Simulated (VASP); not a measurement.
Energy against volume of MgSe (rock salt). All values below come from revPBE GGA, VASP's PBE PAW potentials (set 64) (plane waves; VASP). Settings: 520 eV cut-off, 8×8×8 Γ-centred mesh, Gaussian smearing of 0.050 eV, potentials Mg Se.

```csv
V (Å³/atom),E (eV/atom)
20.035,-3.49550
20.675,-3.50737
21.314,-3.51111
21.953,-3.50789
```

Problem. Fit these four points and predict the energy of the run at 22.593 Å³/atom.

Solution. A cubic in V^(−2/3), the third-order Birch-Murnaghan form, passes through the four points with V0 = 21.32 Å³/atom and B0 = 58 GPa, and gives -3.4987 eV/atom there. The run gave -3.4987 eV/atom, -0.0 meV/atom from the fit; all five points give B0 = 58 GPa.

The compound is MgSe in the rock salt structure. It was relaxed first.
